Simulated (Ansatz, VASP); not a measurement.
# SiF: VASP beside Ansatz

The input POSCAR:

```
SiF
1.0
    3.0286000000      0.0000000000      0.0000000000
    0.0000000000      3.0286000000      0.0000000000
    0.0000000000      0.0000000000      3.0286000000
Si F
1 1
Direct
    0.5000000000      0.5000000000      0.5000000000
    0.0000000000      0.0000000000      0.0000000000
```

Contents of INCAR.step1:

```
SYSTEM = SiF
PREC = Accurate ; ENCUT = 520
EDIFF = 1E-5 ; ISMEAR = -1
SIGMA = 0.05 ; LREAL = .False.
LASPH = .True. ; NELM = 100
ALGO = Normal ; ISIF = 2
LWAVE = .True. ; LCHARG = .False.
NBANDS = 12 ; GGA = PE
```

Contents of INCAR.step2:

```
SYSTEM = SiF
PREC = Accurate ; ENCUT = 520
EDIFF = 1E-7 ; ISMEAR = -1
SIGMA = 0.05 ; LREAL = .False.
LASPH = .True. ; NELM = 100
ALGO = Normal ; ISIF = 2
LWAVE = .False. ; LCHARG = .False.
GGA = PE ; LHFCALC = .True.
HFSCREEN = 0.2 ; AEXX = 0.25
PRECFOCK = Fast ; NBANDS = 12
ISTART = 1
```

Contents of KPOINTS:

```
regular mesh
0
Gamma
  5 5 5
  0 0 0
```

Contents of input.yaml:

```yaml
crystal:
  lattice:
    - [3.0286, 0.0, 0.0]
    - [0.0, 3.0286, 0.0]
    - [0.0, 0.0, 3.0286]
  atoms:
    - { symbol: Si, position: [0.5, 0.5, 0.5] }
    - { symbol: F, position: [0.0, 0.0, 0.0] }
hamiltonian:
  xc: { exchange: pbe, correlation: pbe, exx: { coeff: 0.25, omega: 0.2 } }
  pseudopotentials: { kind: paw }
kpoints:
  mp_grid: { grid: [5, 5, 5] }
scf:
  occupations: { method: fermi_dirac, width: 0.05 }
output:
  forces: true
  stress: true
  eigenvalues: true
```

The cell was built by a generator and needn't be a form met in nature.

Alike in both runs: task single point; functional HSE(alpha, omega); k mesh 5 × 5 × 5; occupations fermi-dirac, width 0.05 eV; no spin polarisation.

```csv
,VASP,Ansatz
version,VASP 6.6.1,Ansatz 0.2.0
potentials or method,"VASP PAW PBE potentials, release 64 (Si, F)",Ansatz PAW
plane-wave cutoff (eV),520,420
valence electrons in the cell,11,11
```

Ansatz gave:

```
gap on the k mesh at the Fermi level (eV) : none
pressure (GPa)                            : -1.7
```

Task: Estimate VASP's values.

Result: gap on the k mesh at the Fermi level (eV): none; pressure (GPa): -1.9.

A gap of «none» marks a metal or a gap that the smearing closes. With one functional, cell and mesh, what is left measures potentials, basis and numerics.

Caveats: the k mesh is coarse (spacing up to 0.41 Å⁻¹), so the values aren't converged, least of all with exact exchange; an odd number of electrons without spin polarisation forces a metal; a magnetic or distorted state may lie lower; the PAW data sets were made with another functional, which shifts forces and pressure a little (VASP); the PAW data sets come from PBE, with cores solved anew for the run's functional, which leaves a small shift of forces and pressure (Ansatz); the thresholds are loose for stress (Ansatz).
